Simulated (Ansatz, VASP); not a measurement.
# One calculation of BeB3, two programs

```
CELL_PARAMETERS angstrom
0.00000 3.65238 3.65238
3.65238 0.00000 3.65238
3.65238 3.65238 0.00000
ATOMIC_POSITIONS crystal
Be 0.25000 0.25000 0.25000
Be 0.00000 0.00000 0.00000
B 0.50000 0.50000 0.50000
B 0.75000 0.75000 0.75000
B 0.62500 0.62500 0.62500
B 0.62500 0.62500 0.12500
B 0.62500 0.12500 0.62500
B 0.12500 0.62500 0.62500
```

Alike in both runs: task relaxation of cell and atoms; functional PBE; k mesh 10 × 10 × 10; occupations gaussian, width 0.1 eV; no spin polarisation.

|  | VASP | Ansatz |
| --- | --- | --- |
| version | VASP 6.6.1 | Ansatz 0.2.0 |
| potentials or method | VASP PAW PBE potentials, release 64 (Be, B) | scalar-relativistic, plane waves, PAW |
| plane-wave cutoff (eV) | 600 | 420 |
| valence electrons in the cell | 22 | 22 |

|  | VASP | Ansatz | Ansatz less VASP |
| --- | --- | --- | --- |
| gap on the k mesh at the Fermi level, each at its own relaxed structure (eV) | none | none | - |
| relaxed volume (Å³/atom) | 12.21 | 12.21 | +0.001 |
| relaxed cell length with the largest relative difference (Å) | 5.169 | 5.169 | +0.0002 |

A gap of «none» marks a metal or a gap that the smearing closes.
